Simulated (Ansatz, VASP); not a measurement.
# Two plane-wave programs on Mg3TlF

File INCAR:

```
PREC = Accurate
ENCUT = 520
EDIFF = 1E-7
ISMEAR = 0
SIGMA = 0.1
LREAL = False
LASPH = True
NELM = 60
ALGO = Normal
ISIF = 2
LWAVE = False
LCHARG = True
GGA = PE
LELF = True
LVHAR = True
NBANDS = 21
```

Contents of KPOINTS:

```
Automatic mesh
0
Gamma
  4 4 4
```

POSCAR

```
Mg3TlF
1.0
    4.7565881500      0.0000000000      0.0000000000
    0.0000000000      4.7565881500      0.0000000000
    0.0000000000      0.0000000000      4.7565881500
Mg Tl F
3 1 1
Direct
    0.5000000000      0.0000000000      0.0000000000
    0.0000000000      0.5000000000      0.0000000000
    0.0000000000      0.0000000000      0.5000000000
    0.0000000000      0.0000000000      0.0000000000
    0.5000000000      0.5000000000      0.5000000000
```

Input for Ansatz:

```yaml
crystal:
  lattice:
    - [4.75658815, 0.0, 0.0]
    - [0.0, 4.75658815, 0.0]
    - [0.0, 0.0, 4.75658815]
  atoms:
    - { symbol: Mg, position: [0.5, 0.0, 0.0] }
    - { symbol: Mg, position: [0.0, 0.5, 0.0] }
    - { symbol: Mg, position: [0.0, 0.0, 0.5] }
    - { symbol: Tl, position: [0.0, 0.0, 0.0] }
    - { symbol: F, position: [0.5, 0.5, 0.5] }
basis:
  ecutwfc: 420
kpoints:
  mp_grid: { grid: [4, 4, 4] }
hamiltonian:
  xc: pbe
scf:
  occupations: { method: gaussian, width: 0.1 }
  lower_state_search: "off"
output:
  forces: true
  stress: true
  eigenvalues: true
```

Change from the starting cell: species swapped into the RbEuCl3 type (Pm-3m, No. 221).

Alike in both runs: task single point; functional PBE; k mesh 4 × 4 × 4; occupations gaussian, width 0.1 eV; no spin polarisation.

|  | VASP | Ansatz |
| --- | --- | --- |
| version | VASP 6.6.1 | Ansatz 0.2.0 |
| potentials or method | VASP PAW PBE potentials, release 64 (Mg, Tl_d, F) | scalar-relativistic, plane waves, PAW |
| plane-wave cutoff (eV) | 520 | 420 |
| valence electrons in the cell | 26 | 50 |

Ansatz gave:

```
gap on the k mesh at the Fermi level (eV) : 0.78
least direct gap on the mesh (eV)         : 0.78
pressure (GPa)                            : 18.6
```

Q: Estimate VASP's values.

A: gap on the k mesh at the Fermi level (eV): 0.79; least direct gap on the mesh (eV): 0.79; pressure (GPa): 18.5.

The two sets of potentials don't hold the same shells in valence.

Caveats: so large a pressure means that the cell lies far from this level's equilibrium, or that cutoff or potentials fall short (VASP); spin-orbit coupling is left out, which as a rule narrows the gap of such compounds by several tenths of an eV. A k mesh can miss the band edges.
